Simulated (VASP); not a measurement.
Output of a VASP run:

File OSZICAR:
```
...
DAV:   5    -0.686221458419E+02   -0.17321E-01   -0.17074E-02   416   0.167E+00    0.121E-01
DAV:   6    -0.686220138754E+02    0.13197E-03   -0.30591E-04   426   0.200E-01    0.120E-01
DAV:   7    -0.686221425071E+02   -0.12863E-03   -0.14605E-04   416   0.165E-01    0.805E-02
DAV:   8    -0.686221990232E+02   -0.56516E-04   -0.35756E-04   416   0.226E-01    0.223E-02
DAV:   9    -0.686221685341E+02    0.30489E-04   -0.16002E-04   416   0.173E-01    0.167E-02
DAV:  10    -0.686221708718E+02   -0.23377E-05   -0.23595E-05   416   0.531E-02    0.793E-03
DAV:  11    -0.686221624703E+02    0.84015E-05   -0.84391E-06   416   0.351E-02    0.474E-03
DAV:  12    -0.686221670115E+02   -0.45411E-05   -0.16251E-06   369   0.163E-02    0.207E-03
DAV:  13    -0.686221683959E+02   -0.13844E-05   -0.56901E-08   218   0.300E-03    0.173E-03
DAV:  14    -0.686221716494E+02   -0.32536E-05   -0.13764E-08   208   0.146E-03    0.103E-03
DAV:  15    -0.686221729818E+02   -0.13324E-05   -0.46901E-08   208   0.310E-03    0.518E-04
DAV:  16    -0.686221731637E+02   -0.18195E-06   -0.36754E-09   208   0.786E-04
   2 F= -.68622173E+02 E0= -.68622173E+02  d E =-.578397E-02
       N       E                     dE             d eps       ncg     rms          rms(c)
DAV:   1    -0.686286982961E+02   -0.65253E-02   -0.13735E-01   436   0.495E+00    0.612E-01
DAV:   2    -0.686223202228E+02    0.63781E-02   -0.18602E-02   416   0.218E+00    0.194E-01
DAV:   3    -0.686221670531E+02    0.15317E-03   -0.10609E-03   416   0.433E-01    0.157E-01
DAV:   4    -0.686219638565E+02    0.20320E-03   -0.18105E-03   416   0.475E-01    0.503E-02
DAV:   5    -0.686224841323E+02   -0.52028E-03   -0.52311E-04   416   0.297E-01    0.228E-02
DAV:   6    -0.686224716286E+02    0.12504E-04   -0.91532E-06   436   0.346E-02    0.230E-02
DAV:   7    -0.686224884502E+02   -0.16822E-04   -0.12636E-05   416   0.504E-02    0.131E-02
DAV:   8    -0.686224745193E+02    0.13931E-04   -0.25392E-05   416   0.666E-02    0.610E-03
DAV:   9    -0.686224846428E+02   -0.10123E-04   -0.14967E-05   416   0.554E-02    0.452E-03
DAV:  10    -0.686224872543E+02   -0.26115E-05   -0.60408E-07   288   0.862E-03    0.267E-03
DAV:  11    -0.686224937737E+02   -0.65194E-05   -0.44861E-07   288   0.913E-03    0.239E-03
DAV:  12    -0.686224911869E+02    0.25868E-05   -0.80464E-08   238   0.344E-03    0.925E-04
DAV:  13    -0.686224907398E+02    0.44713E-06   -0.33851E-09   208   0.783E-04
   3 F= -.68622491E+02 E0= -.68622491E+02  d E =-.610154E-02
       N       E                     dE             d eps       ncg     rms          rms(c)
DAV:   1    -0.686227739101E+02   -0.28272E-03   -0.61100E-03   436   0.105E+00    0.131E-01
DAV:   2    -0.686223810481E+02    0.39286E-03   -0.82108E-04   416   0.461E-01    0.417E-02
DAV:   3    -0.686223977925E+02   -0.16744E-04   -0.47497E-05   416   0.921E-02    0.338E-02
DAV:   4    -0.686224357529E+02   -0.37960E-04   -0.80668E-05   416   0.101E-01    0.110E-02
DAV:   5    -0.686224687724E+02   -0.33019E-04   -0.23689E-05   416   0.627E-02    0.477E-03
DAV:   6    -0.686224674710E+02    0.13014E-05   -0.40974E-07   293   0.757E-03    0.483E-03
DAV:   7    -0.686224698620E+02   -0.23910E-05   -0.64260E-07   288   0.111E-02    0.241E-03
DAV:   8    -0.686224671619E+02    0.27002E-05   -0.90313E-07   288   0.119E-02    0.120E-03
DAV:   9    -0.686224690214E+02   -0.18596E-05   -0.49076E-07   288   0.916E-03    0.752E-04
DAV:  10    -0.686224691389E+02   -0.11741E-06   -0.44557E-08   208   0.211E-03
   4 F= -.68622469E+02 E0= -.68622469E+02  d E =-.607994E-02
```

### OUTCAR
```
------------------------ aborting loop because EDIFF is reached ----------------------------------------
  FORCE on cell =-STRESS in cart. coord.  units (eV):
  Direction    XX          YY          ZZ          XY          YZ          ZX
  --------------------------------------------------------------------------------------
  Total       -0.0002763     -0.0002763     -0.0002763     -0.0000000      0.0000000      0.0000000
  in kB       -0.0063501     -0.0063501     -0.0063501     -0.0000000      0.0000000      0.0000000
  external PRESSURE =      -0.0063501 kB  Pullay stress =       0.0000000 kB
  volume of cell :       69.72
      direct lattice vectors                 reciprocal lattice vectors
     0.000000000  3.266712654  3.266712654    -0.153059070  0.153059070  0.153059070
     3.266712654  0.000000000  3.266712654     0.153059070 -0.153059070  0.153059070
     3.266712654  3.266712654  0.000000000     0.153059070  0.153059070 -0.153059070
  FREE ENERGIE OF THE ION-ELECTRON SYSTEM (eV)
  ---------------------------------------------------
  free  energy   TOTEN  =       -68.6224691389 eV

  energy  without entropy=      -68.6224691389  energy(sigma->0) =      -68.62246914

 reached required accuracy - stopping structural energy minimisation
```
(Selected blocks of OUTCAR.)

**POSCAR**
```
CdTe
1
    0.0000000000     3.2400000000     3.2400000000
    3.2400000000     0.0000000000     3.2400000000
    3.2400000000     3.2400000000     0.0000000000
Cd Te
1 1
Direct
  0.0000000000   0.0000000000   0.0000000000
  0.2500000000   0.2500000000   0.2500000000
```

Reconstruct the remaining input files.

One answer among several that fit: the input of the run itself, SCAN meta-GGA, plane waves, VASP's PBE PAW potentials (set 64).

**KPOINTS**
```
Automatic
0
Gamma
 6 6 6
```

INCAR:
```
SYSTEM = CdTe
PREC = Accurate; ENCUT = 520; LREAL = F
LASPH = T
EDIFF = 1E-6; NELM = 100; ALGO = Normal
LMAXMIX = 4; LMIXTAU = T
ISMEAR = 0; SIGMA = 0.05
METAGGA = SCAN
IBRION = 2; NSW = 60; ISIF = 3
EDIFFG = -0.01
LWAVE = F; LCHARG = F
```

POTCAR, in this order: Cd Te (PBE.64 set). Program: vasp_std.

Energy and stress use the plane-wave basis of the starting cell.

The compound is CdTe in the zinc blende structure. This run relaxes it. Symmetry was kept, so distortions that lower it aren't found.
